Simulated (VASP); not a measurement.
Given:

```
CuCl
1.0
    0.00000     2.65783     2.65783
    2.65783     0.00000     2.65783
    2.65783     2.65783     0.00000
Cu Cl
1 1
Direct
  0.00000   0.00000   0.00000
  0.25000   0.25000   0.25000
```

All values below come from HSE06 screened hybrid, VASP's PBE PAW potentials (set 64) (plane waves; VASP). Numerical set-up: 520 eV cut-off, 6×6×6 Γ-centred mesh, Gaussian smearing of 0.050 eV, potentials Cu Cl.

Task: What does the run give for the energy per atom (σ→0), pressure, band gap (on the k-mesh) with the smallest direct gap where there is one?

Result: 
```
Item                                              Value
-----------------------------------  ------------------
band gap (on the k-mesh)                        2.43 eV
smallest direct gap (on the k-mesh)             2.43 eV
energy per atom (σ→0)                -363.5 kJ/mol-atom
pressure                                       3.75 GPa
```

Only differences to runs with the same potentials and settings are physical.

The compound is CuCl in the zinc blende structure. This cell is one point of a volume scan, at 0.94 of the reference volume. The cell's shape comes from a PBE relaxation.
